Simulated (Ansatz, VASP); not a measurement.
## Cross-check of Ge (Germanium) between VASP and Ansatz

Wanted: the spread between two codes on one cell, functional and k mesh.

Main program and level: Ansatz 0.2.0; plane waves, with VASP 6.6.1 beside it; band structure at LDA.

## (1) Starting point

Symmetry: Fd-3m, No. 227, cubic system. Conventional cell: a = 5.658 Å, b = 5.658 Å, c = 5.658 Å, α = 90.00°, β = 90.00°, γ = 90.00°. Nearest to Ge lie 4 Ge at 2.45 Å.

## (2) VASP: band structure, LDA

With cell and atoms fixed, the geometry can't cause a difference; cores, projectors, grids and the points listed under the comparison can.

Lines of VASP's logs that name or quote its potential files are left out, and so is its time.

Input file INCAR:

```
SYSTEM = Ge
PREC = Accurate
ENCUT = 400
EDIFF = 1E-08
NELM = 100
ISMEAR = 0
SIGMA = 0.01
LREAL = .FALSE.
ALGO = Normal
GGA = CA
NBANDS = 20
LORBIT = 11
LWAVE = .TRUE.
LCHARG = .FALSE.
KPAR = 8
```

Input file POSCAR:

```
Ge
1.0
    0.0000000000      2.8289100000      2.8289100000
    2.8289100000      0.0000000000      2.8289100000
    2.8289100000      2.8289100000      0.0000000000
Ge
2
Direct
    0.7500000000      0.7500000000      0.7500000000
    0.5000000000      0.5000000000      0.5000000000
```

Input file KPOINTS:

```
Automatic mesh
0
Gamma
8 8 8
0 0 0
```

Input file KPOINTS_OPT:

```
Line mode
12
Line-mode
Reciprocal
  0.00000000   0.00000000   0.00000000 GAMMA
  0.50000000   0.00000000   0.50000000 X

  0.50000000   0.00000000   0.50000000 X
  0.50000000   0.25000000   0.75000000 W

  0.50000000   0.25000000   0.75000000 W
  0.37500000   0.37500000   0.75000000 K

  0.37500000   0.37500000   0.75000000 K
  0.00000000   0.00000000   0.00000000 GAMMA

  0.00000000   0.00000000   0.00000000 GAMMA
  0.50000000   0.50000000   0.50000000 L

  0.50000000   0.50000000   0.50000000 L
  0.62500000   0.25000000   0.62500000 U

  0.62500000   0.25000000   0.62500000 U
  0.50000000   0.25000000   0.75000000 W

  0.50000000   0.25000000   0.75000000 W
  0.50000000   0.50000000   0.50000000 L

  0.50000000   0.50000000   0.50000000 L
  0.37500000   0.37500000   0.75000000 K

  0.62500000   0.25000000   0.62500000 U
  0.50000000   0.00000000   0.50000000 X
```

PAW data sets: Ge_d_GW (LDA family, release 64).

Run with:

```console
$ mpirun -np 8 vasp_std
```

Numbers of over 12 decimals in the logs are rounded to 6 here.

Log:

```text
[banner, memory and clock lines left out]
running    8 mpi-ranks, on    1 nodes
 distrk:  each k-point on    1 cores,    8 groups
 distr:  one band on    1 cores,    1 groups

 POSCAR found type information on POSCAR Ge
 POSCAR found :  1 types and       2 ions
|                                                                             |
|           W    W    AA    RRRRR   N    N  II  N    N   GGGG   !!!           |
|           W    W   A  A   R    R  NN   N  II  NN   N  G    G  !!!           |
|           W    W  A    A  R    R  N N  N  II  N N  N  G       !!!           |
|           W WW W  AAAAAA  RRRRR   N  N N  II  N  N N  G  GGG   !            |
|           WW  WW  A    A  R   R   N   NN  II  N   NN  G    G                |
|           W    W  A    A  R    R  N    N  II  N    N   GGGG   !!!           |
|                                                                             |
|     For optimal performance we recommend to set                             |
|       NCORE = 2 up to number-of-cores-per-socket                            |
|     NCORE specifies how many cores store one orbital (NPAR=cpu/NCORE).      |
|     This setting can greatly improve the performance of VASP for DFT.       |
|     The default, NCORE=1 might be grossly inefficient on modern             |
|     multi-core architectures or massively parallel machines. Do your        |
|     Unfortunately you need to use the default for GW and RPA                |
|     calculations (for HF NCORE is supported but not extensively tested      |
|     yet).                                                                   |
|                                                                             |

 LDA part: xc-table for (Slater(with rela. corr.)+CA(PZ))
 , standard interpolation
 POSCAR, INCAR and KPOINTS ok, starting setup
 FFT: planning ... GRIDC
 FFT: planning ... GRID_SOFT
 FFT: planning ... GRID
 WAVECAR not read
 entering main loop
       N       E                     dE             d eps       ncg     rms          rms(c)
DAV:   1     0.216625349732E+03    0.21663E+03   -0.13849E+04  1180   0.302E+03
DAV:   2     0.270453040776E+02   -0.18958E+03   -0.18611E+03  1168   0.520E+02
DAV:   3    -0.676410560942E+01   -0.33809E+02   -0.33633E+02  1340   0.173E+02
DAV:   4    -0.104362172216E+02   -0.36721E+01   -0.36709E+01  1792   0.695E+01
DAV:   5    -0.105139778941E+02   -0.77761E-01   -0.77759E-01  1388   0.932E+00    0.278E+00
DAV:   6    -0.103963963978E+02    0.11758E+00   -0.90678E-02  1748   0.431E+00    0.162E+00
DAV:   7    -0.103363793691E+02    0.60017E-01   -0.70457E-02  1476   0.247E+00    0.122E-01
DAV:   8    -0.103368450874E+02   -0.46572E-03   -0.49120E-03  1684   0.967E-01    0.727E-02
DAV:   9    -0.103369432053E+02   -0.98118E-04   -0.19040E-04  1336   0.835E-02    0.222E-02
DAV:  10    -0.103369396690E+02    0.35363E-05   -0.15069E-05  1396   0.391E-02    0.555E-03
DAV:  11    -0.103369394884E+02    0.18065E-06   -0.25907E-06  1748   0.122E-02    0.158E-03
DAV:  12    -0.103369394484E+02    0.39975E-07   -0.35431E-07  1572   0.920E-03    0.234E-04
DAV:  13    -0.103369394524E+02   -0.40163E-08   -0.56836E-09   956   0.823E-04
   1 F= -.10336939E+02 E0= -.10336924E+02  d E =-.301294E-04
 Start KPOINTS_OPT (optional k-point list driver)
k-point batch [1-29\120]
       N       E                     dE             ncg
DAV:   1    -0.689726393690E+04   -0.27459E+05     1220
DAV:   2    -0.123867227602E+05   -0.54895E+04     1184
DAV:   3    -0.134002097953E+05   -0.10135E+04     1372
DAV:   4    -0.135050044788E+05   -0.10479E+03     1776
DAV:   5    -0.135072608089E+05   -0.22563E+01     1388
DAV:   6    -0.135073604206E+05   -0.99612E-01     1800
DAV:   7    -0.135073615325E+05   -0.11119E-02     1424
DAV:   8    -0.135073615726E+05   -0.40111E-04     1788
DAV:   9    -0.135073615731E+05   -0.51190E-06     1404
DAV:  10    -0.135073615731E+05   -0.24009E-07      952
DAV:  11    -0.135073615731E+05   -0.20809E-08      884
[...]
k-point batch [117-120\120]
       N       E                     dE             ncg
DAV:   1     0.200928168971E+05   -0.44016E+04      164
DAV:   2     0.193045220097E+05   -0.78829E+03      164
DAV:   3     0.191542367015E+05   -0.15029E+03      184
DAV:   4     0.191401571256E+05   -0.14080E+02      252
DAV:   5     0.191399836113E+05   -0.17351E+00      184
DAV:   6     0.191399755346E+05   -0.80767E-02      256
DAV:   7     0.191399754685E+05   -0.66036E-04      184
DAV:   8     0.191399754656E+05   -0.28921E-05      256
DAV:   9     0.191399754656E+05   -0.22334E-07      184
DAV:  10     0.191399754656E+05   -0.36016E-09      128
 writing wavefunctions
```

OUTCAR, selected parts (step 2):

```text
ion  position               nearest neighbor table
   1  0.750  0.750  0.750-   2 2.45   2 2.45   2 2.45   2 2.45
   2  0.500  0.500  0.500-   1 2.45   1 2.45   1 2.45   1 2.45

  LATTYP: Found a face centered cubic cell.
 ALAT       =     5.6578200000

 Subroutine GETGRP returns: Found 48 space group operations
 (whereof 24 operations were pure point group operations)

The static configuration has the point symmetry T_d .
 The point group associated with its full space group is O_h .

 Found     29 irreducible k-points:

   k-points           NKPTS =     29   k-points in BZ     NKDIM =     29   number of bands    NBANDS=     20

   dimension x,y,z NGX =    28 NGY =   28 NGZ =   28
   dimension x,y,z NGXF=    56 NGYF=   56 NGZF=   56

   ENCUT  =  400.0 eV  29.40 Ry    5.42 a.u.   6.52  6.52  6.52*2*pi/ulx,y,z

   NELECT =      28.0000    total number of electrons

 k-points in reciprocal lattice and weights: Automatic mesh
   0.00000000  0.00000000  0.00000000       0.002
   0.12500000  0.00000000  0.00000000       0.016
   0.25000000  0.00000000  0.00000000       0.016
   0.37500000  0.00000000  0.00000000       0.016
   0.50000000  0.00000000  0.00000000       0.008
   0.12500000  0.12500000  0.00000000       0.012
   0.25000000  0.12500000  0.00000000       0.047
   0.37500000  0.12500000  0.00000000       0.047
   0.50000000  0.12500000  0.00000000       0.047
[...]
-0.37500000  0.50000000  0.12500000       0.023
  -0.25000000  0.50000000  0.25000000       0.012

 average (electrostatic) potential at core
       1 -35.1444       2 -35.1444

 E-fermi :   2.7719

 k-point     1 :       0.0000    0.0000    0.0000
  band No.  band energies     occupation
    ...
     11     -10.0472      2.00000
     12       2.6151      2.00000
     13       2.7689      1.33334
     14       2.7689      1.33333
     15       2.7689      1.33333
     16       5.2917      0.00000
     17       5.2917      0.00000
     18       5.2917      0.00000
     19       8.9635      0.00000
     20      12.3436      0.00000

 k-point     2 :       0.1250    0.0000    0.0000
  band No.  band energies     occupation
    ...
     10     -21.9782      2.00000
     11      -9.8572      2.00000
     12       0.3480      2.00000
     13       2.4308      2.00000
     14       2.4308      2.00000
     15       3.6949      0.00000
     16       5.7441      0.00000
     17       5.7441      0.00000
     18       6.1892      0.00000
     19       9.9178      0.00000
    ...

 k-point     3 :       0.2500    0.0000    0.0000
  band No.  band energies     occupation
    ...
     10     -21.9681      2.00000
     11      -9.3060      2.00000
     12      -2.0043      2.00000
     13       1.8797      2.00000
     14       1.8797      2.00000
     15       3.3246      0.00000
     16       6.3778      0.00000
     17       6.3778      0.00000
     18       8.2808      0.00000
     19      10.6115      0.00000
    ...

  Total       -0.4246076     -0.4246076     -0.4246076     -0.0000000      0.0000000      0.0000000
  in kB      -15.0248794    -15.0248794    -15.0248794     -0.0000000      0.0000000      0.0000000
  external PRESSURE =     -15.0248794 kB  Pullay stress =       0.0000000 kB

  energy-cutoff  :      400.00
  volume of cell :       45.28
      direct lattice vectors                 reciprocal lattice vectors
     0.000000000  2.828910000  2.828910000    -0.176746521  0.176746521  0.176746521
     2.828910000  0.000000000  2.828910000     0.176746521 -0.176746521  0.176746521
     2.828910000  2.828910000  0.000000000     0.176746521  0.176746521 -0.176746521

 POSITION                                       TOTAL-FORCE (eV/Angst)
 -----------------------------------------------------------------------------------
      4.24336      4.24336      4.24336         0.000000     -0.000000     -0.000000
      2.82891      2.82891      2.82891        -0.000000      0.000000      0.000000
 -----------------------------------------------------------------------------------
    total drift:                                0.000000      0.000000      0.000000

  FREE ENERGIE OF THE ION-ELECTRON SYSTEM (eV)
  ---------------------------------------------------
  free  energy   TOTEN  =       -10.3369394524 eV

  energy  without entropy=      -10.3369093231  energy(sigma->0) =      -10.33692439

 total charge
# of ion       s       p       d       tot
------------------------------------------
    1        1.110   1.222   9.966  12.298
    2        1.110   1.222   9.966  12.298
--------------------------------------------------
tot          2.220   2.445  19.931  24.596

[... 3 further parts left out ...]
```

The run ends at a pressure of -1.50 GPa.

## (3) Ansatz: band structure, LDA

Ansatz runs on its default PAW (the set named soft_2) files.

The same cell, functional (in two slightly different forms), mesh and smearing now go to Ansatz, which takes its cutoff from its data sets.

Input file input.yaml:

```yaml
crystal:
  lattice:
    - [0.0, 2.82891, 2.82891]
    - [2.82891, 0.0, 2.82891]
    - [2.82891, 2.82891, 0.0]
  atoms:
    - { symbol: Ge, position: [0.75, 0.75, 0.75] }
    - { symbol: Ge, position: [0.5, 0.5, 0.5] }
hamiltonian:
  xc: lda
  pseudopotentials: { kind: paw }
kpoints:
  mp_grid: { grid: [8, 8, 8] }
  band_path:
    path:
      - [0.0, 0.0, 0.0]
      - [0.18182, 0.0, 0.18182]
      - [0.36364, 0.0, 0.36364]
      - [0.5, 0.0, 0.5]
      - [0.5, 0.09091, 0.59091]
      - [0.5, 0.18182, 0.68182]
      - [0.5, 0.25, 0.75]
      - [0.45455, 0.29545, 0.75]
      - [0.40909, 0.34091, 0.75]
      - [0.375, 0.375, 0.75]
      - [0.20455, 0.20455, 0.40909]
      - [0.06818, 0.06818, 0.13636]
      - [0.04545, 0.04545, 0.04545]
      - [0.22727, 0.22727, 0.22727]
      - [0.40909, 0.40909, 0.40909]
      - [0.51136, 0.47727, 0.51136]
      - [0.55682, 0.38636, 0.55682]
      - [0.60227, 0.29545, 0.60227]
      - [0.61364, 0.25, 0.63636]
      - [0.56818, 0.25, 0.68182]
      - [0.51136, 0.25, 0.73864]
      - [0.5, 0.29545, 0.70455]
      - [0.5, 0.38636, 0.61364]
      - [0.5, 0.47727, 0.52273]
      - [0.47727, 0.47727, 0.54545]
      - [0.43182, 0.43182, 0.63636]
      - [0.38636, 0.38636, 0.72727]
      - [0.60227, 0.20455, 0.60227]
      - [0.55682, 0.11364, 0.55682]
      - [0.5, 0.0, 0.5]
    npoints: 1
scf:
  occupations: { method: gaussian, width: 0.01 }
  n_extra_bands: 7
output:
  forces: true
  stress: true
  eigenvalues: true
  write_density: true
  write_potential: true
  elf: true
  volumetric_format: npy
```

Run with:

```console
$ ansatz run input.yaml --threads 2 --pin off --max-ram 4608MiB --backend cpu --events-out ev --progress --plain --runs-dir out
```

Log:

```text
scf.n_extra_bands = 7 over 14 filled bands (N_el = 28.0): the run solves 21 bands
Engine: ansatz 0.2.0, aarch64-unknown-linux-gnu
Pseudopotentials: kind: paw
Pseudopotential: Ge, paw, valence charge 14, recommended cutoff 420 eV (normal), Ge.paw.azcp
Functional definition: SPW92
  exchange = slater_x
  correlation = pw_c
Crystal: 2 atoms, lattice volume = 45.278 Å³
Basis set: ecut = 420 eV, 893 PW (Γ)
Bands: 21, of which v1, the nominal top of the filled ones, is band 14 counted from 1 (13 counted from 0)
Symmetry: 48 space group operations
Space group: Fd-3m (ITA 227), of the structure as read, at distance tolerance 3.6e-5 Å
k-points: 29 of 512
Non-local potential: Ge, projectors of the file, l = 0: 2, l = 1: 2, l = 2: 3, l = 3: 1
PAW form: soft (Blöchl's): semilocal exchange-correlation on the pseudo side does not see the compensation charge
PAW frozen core: Ge, regenerated for the run's functional, and the local potential with it (the file was generated under x = pbe(κ = 0.804, μ = 0.219515), c = pbe(β = 0.066725))
PAW one-centre angular grid: Ge, 590 points (default); XC on 64 Gauss nodes
Initial density: superposition of atomic densities (neutral atoms: chi_scale 0, normalization atom), corrected by the library's trained network
Initial wavefunctions: pseudopotential atomic-orbital guess
Functional: x = slater, c = lda
SCF iter   1: F=—  HF=-8431.426437 eV  |F-HF|=—  |Δ(HF+E_count)|=         —  Δρ=4.84e-3  dr2=4.35e-3  ethr=1.77e-3  ⟨swp⟩=6.0  Hψ=2840  notcnv=0
preconditioner: auto → none  [insulator: Δε(μ)=0.043 eV  Ē_g=25.971 eV  σ=0.010 eV  W_gap=0.67  n_scr=14 (ndim 8)  ℏωp=29.2 eV  f_vac=0.074  D(μ)=0.60/eV (n_scr^D=0)  ε∞_Penn≈2.3]
SCF iter   2: F=—  HF=-8431.424883 eV  |F-HF|=—  |Δ(HF+E_count)|=   1.55e-3  Δρ=2.50e-3  dr2=9.88e-4  ethr=1.55e-5  ⟨swp⟩=1.9  Hψ=1016  notcnv=0  defer=60
SCF iter   3: F=—  HF=-8431.424841 eV  |F-HF|=—  |Δ(HF+E_count)|=   4.19e-5  Δρ=5.95e-4  dr2=7.81e-5  ethr=3.53e-6  ⟨swp⟩=2.0  Hψ=1078  notcnv=0  defer=67
SCF iter   4: F=—  HF=-8431.424729 eV  |F-HF|=—  |Δ(HF+E_count)|=   1.12e-4  Δρ=1.64e-4  dr2=8.19e-6  ethr=2.79e-7  ⟨swp⟩=2.0  Hψ=884  notcnv=0  defer=67
iter 5 did not close the SCF: its close was put off for the readings that it lacked (scf_convergence_deferred on its scf_iter line)
SCF iter   5: F=-8431.424719 eV  HF=-8431.424719 eV  |F-HF|=7.98e-9  |Δ(HF+E_count)|=   9.74e-6  Δρ=1.23e-5  dr2=3.56e-8  ethr=2.92e-8  ⟨swp⟩=2.0  Hψ=947  notcnv=0  defer=67
SCF iter   6: F=-8431.424719 eV  HF=-8431.424719 eV  |F-HF|=2.29e-8  |Δ(HF+E_count)|=   7.67e-9  Δρ=7.45e-6  dr2=1.12e-8  ethr=1.27e-10  ⟨swp⟩=8.4  Hψ=3614  notcnv=0
SCF 1 converged in 6 iterations: F = -8431.424719 eV  dr2 = 1.12e-8
  greatest PAW one-centre occupation: 0.998 electrons in one spin orbital (limit 2), on the Ge atom at site 1 (counted from 0), in its partial waves of l = 2
NSCF: frozen V_eff on 30 k-points
SCF converged after 6 iterations
Free energy (F): -8431.424719 eV
Harris-Foulkes:  -8431.424719 eV  (|F-HF|=2.29e-8)
Internal energy: -8431.424689 eV  (E = F + TS)
E sigma→0 (E₀):  -8431.424704 eV
Entropy (-TS):   -0.000030 eV (-0.015 meV/atom)
Fermi energy:    8.266097 eV
--- Per-component energies (eV) ---
  E_band       = -309.776728
  E_kinetic    = 224.060469
  E_local      = -4951.768695  (includes V_loc(G=0)·N_el)
  E_nonlocal   = 843.190549
  E_hartree    = 2169.633404
  E_xc         = -150.586190
  E_vxc        = -130.488740  (∫ρ·V_xc dr)
  E_paw        = -3882.636838  (= ΣΔE_a)
  E_vpaw       = -634.045499  (= ΣTr[D̂ρ^β])
  E_aug_tail   = 0.000667  (compensation charges beyond the density's cutoff)
  E_ewald      = -2687.134708
  E_core_change = 3.816652  (= ΣΔE_core)
  E_smearing   = -0.000030  (= −TS)
  E_closure    = 0.000000  (closes the sum)
  Σ components = -8431.424719   (vs F -8431.424719, Δ=0.00e0)
--- Forces (eV/Å), atoms counted from 1 ---
  atom   1  Ge    -0.00000000    -0.00000000     0.00000000
  atom   2  Ge    -0.00000000     0.00000000     0.00000000
  max |Σ_I F_I| component: 3.70e-17 eV/Å
--- Stress (GPa, compression-positive) ---
       -1.314490       0.000000       0.000000
       -0.000000      -1.314490      -0.000000
       -0.000000      -0.000000      -1.314490
  P = ⅓ Tr σ = -1.3145 GPa (-13.145 kbar)
--- Band table (eV; the first three rows and the last of 29) ---
  k-point 0: bands = [... 10 lower, -4.5551, 8.0730, 8.2631, 8.2631, 8.2631, 10.7891, 10.7891, 10.7891, ... 3 higher]
  k-point 1: bands = [... 10 lower, -4.3651, 5.8307, 7.9277, 7.9277, 9.1748, 11.2361, 11.2361, 11.6731, ... 3 higher]
  k-point 2: bands = [... 10 lower, -3.8140, 3.4858, 7.3810, 7.3810, 8.8028, 11.8649, 11.8649, 13.7649, ... 3 higher]
  k-point 28: bands = [... 10 lower, -0.5813, -0.5813, 4.3461, 4.3461, 12.5000, 12.5000, 12.9097, 12.9097, ... 3 higher]
```

Run time: 1.9 s. Hardware: 2 threads of Arm Neoverse V1, shared host; peak memory 0.29 GiB; 3.1 s of CPU time.

## (4) Differences

Known differences besides the potentials themselves: the two LDA forms differ slightly; the cutoff is 420 eV in Ansatz and 400 eV in VASP; VASP's log shows a relativistic correction to its local exchange, Ansatz's none. Total energies have different zeros and are not compared.

Levels from 3 eV below to 2 eV above the Fermi level differ by 13 meV r.m.s. and 36 meV at most; each VASP level is matched to the nearest of Ansatz, which flatters the figure a little. Not compared: the pressure (VASP's GW data sets at this cutoff don't carry it).

## (5) Summary of results

| Quantity | Value |
| --- | --- |
| r.m.s. difference of levels near the Fermi level (band structure, LDA) | 13 meV |

**Reading.** The r.m.s. difference of levels near the Fermi level is 13 meV (band structure, LDA), within the 80 meV picked in this series as the mark of a large difference. How closely two codes agree says nothing of how well the functional describes the real material.

[Lines on the potential files, build, host, timing and source positions are cut from VASP's logs without a mark.]

[Logs are printed without paths, hosts, clocks, repeated set-up lines and the standing remarks that a program may print on its own settings, such as how far it seeks lower states.]

[Hosts, paths, dates, database ids (printed as entryN), source tags and the programs' standing remarks are cut or masked in the printed files.]
